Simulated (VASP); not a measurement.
VASP input:

### POSCAR
```
NaF
1
    0.0000000000     2.2858950000     2.2858950000
    2.2858950000     0.0000000000     2.2858950000
    2.2858950000     2.2858950000     0.0000000000
Na F
1 1
Direct
  0.0000000000   0.0000000000   0.0000000000
  0.5000000000   0.5000000000   0.5000000000
```

File KPOINTS:
```
Automatic mesh
0
Gamma
6 6 6
0 0 0
```

### INCAR
```
SYSTEM=NaF
PREC=Accurate; ENCUT=400; LREAL=.FALSE.
LASPH=.TRUE.
EDIFF=1E-6; NELM=100; ALGO=Normal
ISMEAR=0; SIGMA=0.01
GGA=PS
ISIF=2
LWAVE=.FALSE.; LCHARG=.FALSE.
```

POTCAR, in this order: Na_pv F (PBE.64 set). Program: vasp_std.

Problem. Write an equivalent input for Quantum ESPRESSO's pw.x.

Solution. One equivalent input (not run):
```
&CONTROL
  calculation = 'scf'
  pseudo_dir = './pseudo'
  outdir = './out'
  tprnfor = .true.
  tstress = .true.
/
&SYSTEM
  ibrav = 0
  nat = 2
  ntyp = 2
  ecutwfc = 88
  occupations = 'smearing'
  smearing = 'gaussian'
  degauss = 0.000735
  input_dft = 'pbesol'
/
&ELECTRONS
  conv_thr = 7.3e-08
  electron_maxstep = 100
/
ATOMIC_SPECIES
  Na 22.990 Na.upf
  F 18.998 F.upf
CELL_PARAMETERS angstrom
     0.0000000    2.2858950    2.2858950
     2.2858950    0.0000000    2.2858950
     2.2858950    2.2858950    0.0000000
ATOMIC_POSITIONS crystal
  Na   0.0000000  0.0000000  0.0000000
  F    0.5000000  0.5000000  0.5000000
K_POINTS automatic
  6 6 6 0 0 0
```
What does not carry over: the potentials are each code's own (VASP's PAW set, PseudoDojo norm-conserving files in pw.x), so ENCUT and ecutwfc are chosen apart and not converted; conv_thr bounds pw.x's estimated SCF error, while EDIFF bounds the energy change between steps.

The structure comes from a computed database's NaF entry; how it stands against other phases isn't given here. The cell was not relaxed at this level. The run is one of a series of settings (KPOINTS 6×6×6 Γ-centred mesh against the base run), some of them coarse on purpose.
